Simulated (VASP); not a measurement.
Relaxed, unreconstructed slabs of TaC (rock salt). Level of theory: PBEsol GGA, VASP's PBE PAW potentials (set 64) (plane waves; VASP).

Slab and bulk use different k-meshes, so the surface energy is good to a few per cent at best.

Problem. Order the faces (100) [12 atoms], (110) [12 atoms] by surface energy, lowest first.

Solution. (100) [12 atoms] (1.77 J/m²), (110) [12 atoms] (3.56 J/m²)

Problem. And what are their work functions?

Solution. (100) [12 atoms] 3.76 eV, (110) [12 atoms] 4.03 eV.

Runs of the series that failed, ran out of time, didn't relax or are held back are left out, and each face is given by its thickest slab.

The cell is a thin slab with vacuum, built from TaC (rock salt).
